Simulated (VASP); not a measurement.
Method: PBE GGA, VASP's PBE PAW potentials (set 64) (plane waves; VASP).

The input files of a VASP run:

**KPOINTS**
```
Automatic mesh
0
Gamma
9 9 5
0 0 0
```

### POSCAR
```
Tl
1
    1.7646000000    -3.0563770000     0.0000000000
    1.7646000000     3.0563770000     0.0000000000
    0.0000000000     0.0000000000     5.6304000000
Tl
2
Direct
  0.3333330000   0.6666670000   0.2500000000
  0.6666670000   0.3333330000   0.7500000000
```

INCAR:
```
! general
SYSTEM   =  Tl
PREC     =  Accurate
ENCUT    =  400
LREAL    =  .FALSE.
LASPH    =  .TRUE.

! electronic loop
EDIFF    =  1E-6
NELM     =  100
ALGO     =  Normal
LMAXMIX  =  4

! smearing
ISMEAR   =  1
SIGMA    =  0.1

! functional
GGA      =  PE

! ions
ISIF     =  2

! output
LWAVE    =  .FALSE.
LCHARG   =  .FALSE.
```

POTCAR, in this order: Tl_d (PBE.64 set). Program: vasp_std.

The resulting files:

### OUTCAR
```
 ion  position               nearest neighbor table
   1  0.333  0.667  0.250-   2 3.48   2 3.48   2 3.48   2 3.48   2 3.48   2 3.48
   2  0.667  0.333  0.750-   1 3.48   1 3.48   1 3.48   1 3.48   1 3.48   1 3.48
  LATTYP: Found a hexagonal cell.
 ALAT       =     3.5292001255
 C/A-ratio  =     1.5953756658
 Subroutine PRICEL returns:
 Original cell was already a primitive cell.
 Subroutine GETGRP returns: Found 24 space group operations
The static configuration has the point symmetry D_3d.
 The point group associated with its full space group is D_6h.
The dynamic configuration has the point symmetry D_3d.
 Subroutine INISYM returns: Found 24 space group operations
 Subroutine IBZKPT returns following result:
 Found     36 irreducible k-points:

 Following reciprocal coordinates:
            Coordinates               Weight
  0.000000  0.000000  0.000000      1.000000
  0.111111 -0.000000  0.000000      6.000000
  0.222222 -0.000000  0.000000      6.000000
  0.333333 -0.000000  0.000000      6.000000
  0.444444 -0.000000  0.000000      6.000000
  0.111111  0.111111  0.000000      6.000000
  0.222222  0.111111  0.000000     12.000000
  0.333333  0.111111  0.000000     12.000000
  0.444444  0.111111  0.000000      6.000000
  0.222222  0.222222  0.000000      6.000000
  0.333333  0.222222  0.000000     12.000000
  0.333333  0.333333  0.000000      2.000000
  0.000000  0.000000  0.200000      2.000000
  0.111111 -0.000000  0.200000     12.000000
  0.222222 -0.000000  0.200000     12.000000
  0.333333 -0.000000  0.200000     12.000000
  0.444444 -0.000000  0.200000     12.000000
  0.111111  0.111111  0.200000     12.000000
  0.222222  0.111111  0.200000     24.000000
  0.333333  0.111111  0.200000     24.000000
  0.444444  0.111111  0.200000     12.000000
  0.222222  0.222222  0.200000     12.000000
  0.333333  0.222222  0.200000     24.000000
  0.333333  0.333333  0.200000      4.000000
  0.000000  0.000000  0.400000      2.000000
  0.111111 -0.000000  0.400000     12.000000
  0.222222 -0.000000  0.400000     12.000000
  0.333333 -0.000000  0.400000     12.000000
  0.444444 -0.000000  0.400000     12.000000
  0.111111  0.111111  0.400000     12.000000
  0.222222  0.111111  0.400000     24.000000
  0.333333  0.111111  0.400000     24.000000
  0.444444  0.111111  0.400000     12.000000
  0.222222  0.222222  0.400000     12.000000
  0.333333  0.222222  0.400000     24.000000
  0.333333  0.333333  0.400000      4.000000
   k-points           NKPTS =     36   k-points in BZ     NKDIM =     36   number of bands    NBANDS=     17
   number of dos      NEDOS =    301   number of ions     NIONS =      2
   total plane-waves  NPLWV =  23040
   dimension x,y,z NGX =    24 NGY =   24 NGZ =   40
   dimension x,y,z NGXF=    48 NGYF=   48 NGZF=   80
   ions per type =               2
   PREC   = accura    normal or accurate (medium, high low for compatibility)
   ISTART =      0    job   : 0-new  1-cont  2-samecut
   ICHARG =      2    charge: 1-file 2-atom 10-const
   ISPIN  =      1    spin polarized calculation?
   LNONCOLLINEAR =      F non collinear calculations
   LSORBIT =      F    spin-orbit coupling
   INIWAV =      1    electr: 0-lowe 1-rand  2-diag
   ENCUT  =  400.0 eV  29.40 Ry    5.42 a.u.   5.76  5.76  9.18*2*pi/ulx,y,z
   NELM   =    100;   NELMIN=  2; NELMDL= -5     # of ELM steps
   EDIFF  = 0.1E-05   stopping-criterion for ELM
   LREAL  =      F    real-space projection
   NLSPLINE    = F    spline interpolate recip. space projectors
   LMAXMIX     =    4 max onsite mixed and CHGCAR
   VOSKOWN=      0    Vosko Wilk Nusair interpolation
   EDIFFG = 0.1E-04   stopping-criterion for IOM
...
```

### OSZICAR
```
       N       E                     dE             d eps       ncg     rms          rms(c)
DAV:   1     0.105327210087E+03    0.10533E+03   -0.12613E+04  1256   0.117E+03
DAV:   2    -0.284517304019E+01   -0.10817E+03   -0.10677E+03  1331   0.256E+02
DAV:   3    -0.445998326062E+01   -0.16148E+01   -0.15907E+01  1473   0.283E+01
DAV:   4    -0.446984754845E+01   -0.98643E-02   -0.98618E-02  1334   0.227E+00
DAV:   5    -0.446996917715E+01   -0.12163E-03   -0.12163E-03  1494   0.255E-01    0.255E+00
DAV:   6    -0.443184791141E+01    0.38121E-01   -0.75763E-02  1296   0.229E+00    0.182E+00
DAV:   7    -0.442538737970E+01    0.64605E-02   -0.32507E-02  1266   0.150E+00    0.663E-01
DAV:   8    -0.442495653940E+01    0.43084E-03   -0.22462E-03  1272   0.384E-01    0.335E-02
DAV:   9    -0.442496301778E+01   -0.64784E-05   -0.14426E-05  1441   0.357E-02    0.116E-02
DAV:  10    -0.442496881956E+01   -0.58018E-05   -0.56181E-06   989   0.214E-02    0.145E-03
DAV:  11    -0.442496902743E+01   -0.20787E-06   -0.37830E-07   663   0.578E-03
   1 F= -.44249690E+01 E0= -.44243630E+01  d E =-.181801E-02
```

File OUTCAR:
```
------------------------ aborting loop because EDIFF is reached ----------------------------------------
  FORCE on cell =-STRESS in cart. coord.  units (eV):
  Direction    XX          YY          ZZ          XY          YZ          ZX
  --------------------------------------------------------------------------------------
  Total        0.2825597      0.2825597      0.6094557      0.0000000      0.0000000      0.0000000
  in kB        7.4541541      7.4541548     16.0779367      0.0000000      0.0000000      0.0000000
  external PRESSURE =      10.3287485 kB  Pullay stress =       0.0000000 kB
  volume of cell :       60.73
      direct lattice vectors                 reciprocal lattice vectors
     1.764600000 -3.056377000  0.000000000     0.283350334 -0.163592384  0.000000000
     1.764600000  3.056377000  0.000000000     0.283350334  0.163592384  0.000000000
     0.000000000  0.000000000  5.630400000     0.000000000  0.000000000  0.177607275
 POSITION                                       TOTAL-FORCE (eV/Angst)
 -----------------------------------------------------------------------------------
      1.76460      1.01879      1.40760        -0.000000     -0.000000      0.000000
      1.76460     -1.01879      4.22280         0.000000      0.000000      0.000000
 -----------------------------------------------------------------------------------
    total drift:                               -0.000000      0.000470      0.000007
  FREE ENERGIE OF THE ION-ELECTRON SYSTEM (eV)
  ---------------------------------------------------
  free  energy   TOTEN  =        -4.4249690274 eV

  energy  without entropy=       -4.4231510215  energy(sigma->0) =       -4.42436303
```
(Selected blocks of OUTCAR.)

The compound is Tl in the hcp structure. The cell was not relaxed at this level.
